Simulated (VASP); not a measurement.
# SrTiO3 (Tausonite): input slips in a relaxation and what they do, part 2 of 2

Some relaxations of SrTiO3 (Tausonite) get a fault in the input on purpose. Which of them show, and how? The starting structure is a measured crystal structure from the Crystallography Open Database. The first relaxation on each setting starts from this cell expanded by 3 % in volume.

VASP 6.6.1.

Results so far: reference 11.83 Å³ an atom; a leftover external pressure of 100 kbar 11.27 Å³ an atom.

## 5. Relaxation with a loose electronic threshold

Level of this step: PBEsol; plane waves and PAW (Sr_sv, Ti_sv, O) (VASP).

A slip made on purpose: a loose electronic threshold. Against step 2 the input has EDIFF = 0.01 (also changed: NELM and NSW).

Input file INCAR:

```
SYSTEM = SrTiO3
PREC = Accurate
ENCUT = 520
EDIFF = 0.01
NELM = 60
ISMEAR = 0
SIGMA = 0.03
LREAL = .FALSE.
ALGO = Normal
GGA = PS
NBANDS = 26
LASPH = .TRUE.
LORBIT = 11
LWAVE = .FALSE.
LCHARG = .FALSE.
KPAR = 16
IBRION = 2
NSW = 30
ISIF = 3
EDIFFG = -0.006
```

Input file POSCAR:

```
SrTiO3
1.0
    3.9439486534      0.0000000000      0.0000000000
    0.0000000000      3.9439486534      0.0000000000
    0.0000000000      0.0000000000      3.9439486534
Sr Ti O
1 1 3
Direct
    0.5000000000      0.5000000000      0.5000000000
    0.0000000000      0.0000000000      0.0000000000
    0.0000000000      0.0000000000      0.5000000000
    0.0000000000      0.5000000000      0.0000000000
    0.5000000000      0.0000000000      0.0000000000
```

Input file KPOINTS:

```
Automatic mesh
0
Gamma
6 6 6
0 0 0
```

The projector-augmented-wave data sets are Sr_sv, Ti_sv and O (PBE family, release 64).

Started as:

```console
mpirun -np 16 vasp_std
```

What it wrote:

```text
[... set-up lines as in an earlier step ...]
 entering main loop
       N       E                     dE             d eps       ncg     rms          rms(c)
[... 11 cycles as in an earlier step ...]
DAV:  12    -0.419736357536E+02    0.96276E-04   -0.27775E-03  1146   0.475E-01
   1 F= -.41973636E+02 E0= -.41973636E+02  d E =-.419736E+02
[... from here on, the cycles between the ionic steps are left out ...]
   2 F= -.41963283E+02 E0= -.41963283E+02  d E =0.103532E-01
   3 F= -.42012134E+02 E0= -.42012134E+02  d E =-.384978E-01
   5 F= -.42017208E+02 E0= -.42017208E+02  d E =-.435719E-01
   7 F= -.42018314E+02 E0= -.42018314E+02  d E =-.446784E-01
   9 F= -.42018269E+02 E0= -.42018269E+02  d E =-.341987E-05
  11 F= -.42017786E+02 E0= -.42017786E+02  d E =0.272796E-03
  13 F= -.42017891E+02 E0= -.42017891E+02  d E =0.168085E-03
  15 F= -.42017911E+02 E0= -.42017911E+02  d E =0.148113E-03
  17 F= -.42017914E+02 E0= -.42017914E+02  d E =0.144561E-03
  19 F= -.42017915E+02 E0= -.42017915E+02  d E =0.143728E-03
  21 F= -.42017915E+02 E0= -.42017915E+02  d E =0.143522E-03
  23 F= -.42017915E+02 E0= -.42017915E+02  d E =0.143473E-03
  25 F= -.42017915E+02 E0= -.42017915E+02  d E =0.143462E-03
  27 F= -.42017915E+02 E0= -.42017915E+02  d E =0.143459E-03
  29 F= -.42017935E+02 E0= -.42017935E+02  d E =-.200344E-04
  30 F= -.42017994E+02 E0= -.42017994E+02  d E =-.791117E-04
[...]
opt :   0.1171  next Energy=   -42.018133 (dE=-0.218E-03)
```

Elapsed: 2.6 min, on 16 MPI ranks of AMD EPYC 7571, shared host; peak memory 3.3 GiB.

Parts of OUTCAR (step 5):

```text
  Total        0.2672294      0.2672294      0.2672294      0.0000000      0.0000000     -0.0000000
  in kB        7.2632382      7.2632382      7.2632382      0.0000000      0.0000000     -0.0000000
  external PRESSURE =       7.2632382 kB  Pullay stress =       0.0000000 kB

 POSITION                                       TOTAL-FORCE (eV/Angst)
 -----------------------------------------------------------------------------------
      1.94592      1.94592      1.94592         0.000000      0.000000      0.000000
      0.00000      0.00000      0.00000        -0.000000      0.000000      0.000000
      0.00000     -0.00000      1.94592         0.000000      0.000000      0.000000
     -0.00000      1.94592     -0.00000        -0.000000     -0.000000      0.000000
      1.94592      0.00000      0.00000        -0.000000      0.000000      0.000000
 -----------------------------------------------------------------------------------
    total drift:                               -0.000000     -0.000000      0.000000

  FREE ENERGIE OF THE ION-ELECTRON SYSTEM (eV)
  ---------------------------------------------------
  free  energy   TOTEN  =       -42.0179944547 eV

  energy  without entropy=      -42.0179944547  energy(sigma->0) =      -42.01799445

[... 1 part as in an earlier step ...]

[... 2 further parts left out ...]
[key lines of the parts left out:]
E-fermi :   4.3008
```

Logs of long relaxations may skip ionic steps without a mark.

The relaxation used up its 30 ionic steps (NSW) before forces and stress met EDIFFG.

## 6. Relaxation with a functional's name that the tag doesn't take

A slip made on purpose: a functional's name that the tag doesn't take. Against step 2 the input has GGA = PBESOL (also changed: NELM).

Changes to INCAR since step 5:

```diff
@@ -3,3 +3,3 @@
 ENCUT = 520
-EDIFF = 0.01
+EDIFF = 1E-06
 NELM = 60
@@ -9,3 +9,3 @@
 ALGO = Normal
-GGA = PS
+GGA = PBESOL
 NBANDS = 26
@@ -17,3 +17,3 @@
 IBRION = 2
-NSW = 30
+NSW = 50
 ISIF = 3
```

POSCAR is that of step 5.

KPOINTS is that of step 5.

Started as:

```console
mpirun -np 16 vasp_std
```

What it wrote:

```text
[banner, memory and clock lines left out]
running   16 mpi-ranks, on    1 nodes
[...]
|                                                                             |
|           W    W    AA    RRRRR   N    N  II  N    N   GGGG   !!!           |
|           W    W   A  A   R    R  NN   N  II  NN   N  G    G  !!!           |
|           W    W  A    A  R    R  N N  N  II  N N  N  G       !!!           |
|           W WW W  AAAAAA  RRRRR   N  N N  II  N  N N  G  GGG   !            |
|           WW  WW  A    A  R   R   N   NN  II  N   NN  G    G                |
|           W    W  A    A  R    R  N    N  II  N    N   GGGG   !!!           |
|                                                                             |
|     For optimal performance we recommend to set                             |
|       NCORE = 2 up to number-of-cores-per-socket                            |
|     NCORE specifies how many cores store one orbital (NPAR=cpu/NCORE).      |
|     This setting can greatly improve the performance of VASP for DFT.       |
[...]
|     calculations (for HF NCORE is supported but not extensively tested      |
|     yet).                                                                   |
|                                                                             |

|                                                                             |
|     EEEEEEE  RRRRRR   RRRRRR   OOOOOOO  RRRRRR      ###     ###     ###     |
|     E        R     R  R     R  O     O  R     R     ###     ###     ###     |
|     E        R     R  R     R  O     O  R     R     ###     ###     ###     |
|     EEEEE    RRRRRR   RRRRRR   O     O  RRRRRR       #       #       #      |
|     E        R   R    R   R    O     O  R   R                               |
|     E        R    R   R    R   O     O  R    R      ###     ###     ###     |
|     EEEEEEE  R     R  R     R  OOOOOOO  R     R     ###     ###     ###     |
|                                                                             |
|     Error: One of the selected functionals does not exist.                  |
|                                                                             |
|       ---->  I REFUSE TO CONTINUE WITH THIS SICK JOB ... BYE!!! <----       |
|                                                                             |

1
1
1
1
1
1
1
1
1
1
1
1
1
1
1
1
```

It took 11 s on 16 MPI ranks.

VASP stopped with this message: “Error: One of the selected functionals does not exist”.

## 7. Comparison

```csv
run,ended,volume (Å³/atom),change (%),bulk modulus (GPa),pressure left (GPa),core minutes
reference,converged,11.829,-,185.0,-0.02,25.7
a leftover external pressure of 100 kbar,converged,11.266,-4.76,-,9.97,17.1
a k mesh far too coarse,stopped by VASP,-,-,-,-,17.4
a loose electronic threshold,not converged,-,-,-,-,41.9
a functional's name that the tag doesn't take,stopped by VASP,-,-,-,-,3.04
```

Core minutes are wall time times ranks, summed over the relaxations behind a row (those for a bulk modulus apart), on shared hosts.

## 8. Outcome

```json
{"volume of the reference": "11.83 Å³/atom", "volume against the reference, a leftover external pressure of 100 kbar": "-4.76 %", "run with a k mesh far too coarse": "stopped by VASP", "run with a loose electronic threshold": "not converged", "run with a functional's name that the tag doesn't take": "stopped by VASP"}
```

VASP stopped by itself in the runs with a k mesh far too coarse and a functional's name that the tag doesn't take. The run with a loose electronic threshold didn't converge. Finished, but with signs in the output that stand out against the reference: a leftover external pressure of 100 kbar, with the volume changed by -4.8 % (signs: the Pulay stress that OUTCAR prints, which here is the typed pressure). The reference was restarted once and the runs with a slip weren't, so their cells may not have settled fully. Further runs on this material are not shown.

[Lines on the potential files, build, host, timing and source positions are cut from VASP's logs without a mark.]

[Logs are printed without paths, hosts, clocks, repeated set-up lines and the standing remarks that a program may print on its own settings, such as how far it seeks lower states.]

[Hosts, paths, dates, database ids (printed as entryN), source tags and the programs' standing remarks are cut or masked in the printed files.]
